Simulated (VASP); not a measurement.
Data:

```xyz
4
Lattice="4.0009 0.0000 0.0000 0.0000 4.0009 0.0000 0.0000 0.0000 4.0009" Properties=species:S:1:pos:R:3 pbc="T T T"
Sc     0.0000     0.0000     0.0000
Al     0.0000     2.0005     2.0005
Al     2.0005     0.0000     2.0005
Al     2.0005     2.0005     0.0000
```

Level of theory: SCAN meta-GGA, VASP's PBE PAW potentials (set 64) (plane waves; VASP). Run with 520 eV cut-off, 8×8×8 Γ-centred mesh, first-order Methfessel-Paxton smearing of 0.10 eV, potentials Sc_sv Al.

### Question
Give the stress tensor in GPa (positive for a compressed cell).

### Answer

```
6.21  0.00  0.00
0.00  6.21  0.00
0.00  0.00  6.21
```
The pressure is its mean diagonal, 6.21 GPa.

The compound is Al3Sc in the L1_2 structure. This cell is one point of a volume scan, at 0.94 of the reference volume.
